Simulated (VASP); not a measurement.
Here is the system:

```yaml
crystal:
  lattice:
    - [0.00000, 2.58000, 2.58000]
    - [2.58000, 0.00000, 2.58000]
    - [2.58000, 2.58000, 0.00000]
  atoms:
    - { symbol: Sr, position: [0.00000, 0.00000, 0.00000] }
    - { symbol: O, position: [0.50000, 0.50000, 0.50000] }
```

Method: SCAN meta-GGA, VASP's PBE PAW potentials (set 64) (plane waves; VASP). Run with 520 eV cut-off, 8×8×8 Γ-centred mesh, Gaussian smearing of 0.050 eV, potentials Sr_sv O.

Q: What does the run give for the energy per atom (σ→0), band gap (on the k-mesh) with the smallest direct gap where there is one?

A: 
```json
{
 "band gap (on the k-mesh)": "3.73 eV",
 "smallest direct gap (on the k-mesh)": "3.82 eV",
 "energy per atom (σ→0)": "-17.261 eV/atom"
}
```

The compound is SrO in the rock salt structure. The cell was not relaxed at this level.
